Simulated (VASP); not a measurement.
Here is the system:

```yaml
crystal:
  lattice:
    - [0.00000, 2.72679, 2.72679]
    - [2.72679, 0.00000, 2.72679]
    - [2.72679, 2.72679, 0.00000]
  atoms:
    - { symbol: Ca, position: [0.98166, 0.01834, 0.01834] }
    - { symbol: F, position: [0.25000, 0.25000, 0.25000] }
    - { symbol: F, position: [0.75000, 0.75000, 0.75000] }
```

Level of theory: r2SCAN meta-GGA, VASP's PBE PAW potentials (set 64) (plane waves; VASP). Settings: 600 eV cut-off, 6×6×6 Γ-centred mesh, Gaussian smearing of 0.050 eV, potentials Ca_sv F.

Task: Give the force on each atom (eV/Å).

Result: 
```tsv
atom	Fx	Fy	Fz
Ca1	-0.532	0.000	0.000
F2	0.266	0.000	0.000
F3	0.266	0.000	0.000
```

Task: Give the stress tensor in GPa (positive for a compressed cell).

Result: 
```
0.01  0.00  0.00
0.00  0.29  0.00
0.00  0.00  0.29
```
The pressure is its mean diagonal, 0.19 GPa.

The compound is CaF2 in the fluorite structure. This cell was strained or had an atom moved on purpose.
